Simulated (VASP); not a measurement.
Computed with PBE GGA, VASP's PBE PAW potentials (set 64) (plane waves; VASP).

The input files of a VASP run:

### POSCAR
```
Nd
1
    3.7742540000     0.0000000000     0.0000000000
   -1.8871270000     3.2686000000     0.0000000000
    0.0000000000     0.0000000000    12.1050770000
Nd
4
Direct
  0.0000000000   0.0000000000   0.0000000000
  0.0000000000   0.0000000000   0.5000000000
  0.3333330000   0.6666670000   0.2500000000
  0.6666670000   0.3333330000   0.7500000000
```

**KPOINTS**
```
Automatic mesh
0
Gamma
7 7 2
0 0 0
```

**INCAR**
```
! general
SYSTEM =Nd
PREC   =Accurate
ENCUT  =300
LREAL  =F
LASPH  =T

! electronic loop
EDIFF  =1E-6
NELM   =100
ALGO   =Normal
LMAXMIX=6

! smearing
ISMEAR =-1
SIGMA  =0.1

! functional
GGA    =PE

! spin
ISPIN  =2

! ions
ISIF   =2

! output
LWAVE  =F
LCHARG =F
LORBIT =11
```

POTCAR, in this order: Nd (PBE.64 set). Program: vasp_std. The INCAR's line for the spin-polarised start is left out here.

Question: What will the output report for the number of irreducible k-points (NKPTS), largest plane-wave count, number of space-group operations, FFT grid (NGX, NGY, NGZ)?

Answer: 
The number of irreducible k-points (NKPTS) is 16. The largest plane-wave count comes out as 1798 and the number of space-group operations is 24. The FFT grid (NGX, NGY, NGZ) is 24 × 24 × 70.

The structure comes from a computed database's Nd entry; how it stands against other phases isn't given here. The cell was not relaxed at this level. The run is one of a series of settings (SIGMA = 0.1 against the base run), some of them coarse on purpose. VASP warned that the highest band is occupied, so more bands are needed.
